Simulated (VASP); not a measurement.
Input for VASP

INCAR:
```
SYSTEM = AuAl2
PREC = Accurate
ENCUT = 400
EDIFF = 1E-6
NELM = 100
ALGO = Normal
LREAL = .FALSE.
LASPH = .TRUE.
ISMEAR = 1
SIGMA = 0.1
GGA = PE
LMAXMIX = 6
LWAVE = .FALSE.
LCHARG = .FALSE.
ISIF = 2
```

POSCAR:
```
AuAl2
1
    3.0000000000     0.0000000000     3.0000000000
    0.0000000000     3.0000000000     3.0000000000
    3.0000000000     3.0000000000     0.0000000000
Al Au
2 1
Direct
  0.2500000000   0.2500000000   0.2500000000
  0.7500000000   0.7500000000   0.7500000000
  0.0000000000   0.0000000000   0.0000000000
```

KPOINTS:
```
Automatic mesh
0
Gamma
7 7 7
0 0 0
```

POTCAR, in this order: Al Au (PBE.64 set). Program: vasp_std.

The run wrote:

### standard output
```
 -----------------------------------------------------------------------------
|                                                                             |
|     EEEEEEE  RRRRRR   RRRRRR   OOOOOOO  RRRRRR      ###     ###     ###     |
|     E        R     R  R     R  O     O  R     R     ###     ###     ###     |
|     E        R     R  R     R  O     O  R     R     ###     ###     ###     |
|     EEEEE    RRRRRR   RRRRRR   O     O  RRRRRR       #       #       #      |
|     E        R   R    R   R    O     O  R   R                               |
|     E        R    R   R    R   O     O  R    R      ###     ###     ###     |
|     EEEEEEE  R     R  R     R  OOOOOOO  R     R     ###     ###     ###     |
|                                                                             |
|     ERROR: the triple product of the basis vectors is negative exchange     |
|     two basis vectors                                                       |
|                                                                             |
|       ---->  I REFUSE TO CONTINUE WITH THIS SICK JOB ... BYE!!! <----       |
|                                                                             |
 -----------------------------------------------------------------------------
```

### Question
From input and log, find the fault in this run and mend it.

### Answer
The cause: the lattice vectors form a left-handed set. VASP stops with an error: ERROR: the triple product of the basis vectors is negative exchange two basis vectors ----> I REFUSE TO CONTINUE WITH THIS SICK JOB ... BYE!!! <---- To mend it, correct POSCAR.
### POSCAR
```
AuAl2
1
    0.0000000000     3.0000000000     3.0000000000
    3.0000000000     0.0000000000     3.0000000000
    3.0000000000     3.0000000000     0.0000000000
Al Au
2 1
Direct
  0.2500000000   0.2500000000   0.2500000000
  0.7500000000   0.7500000000   0.7500000000
  0.0000000000   0.0000000000   0.0000000000
```
The mended run (PBE GGA, plane waves, VASP's PBE PAW potentials (set 64)) converges, and its OSZICAR ends with
```
   1 F= -.12002460E+02 E0= -.12002392E+02  d E =-.201983E-03
```

The compound is AuAl2 in the fluorite structure. The cell was not relaxed at this level.
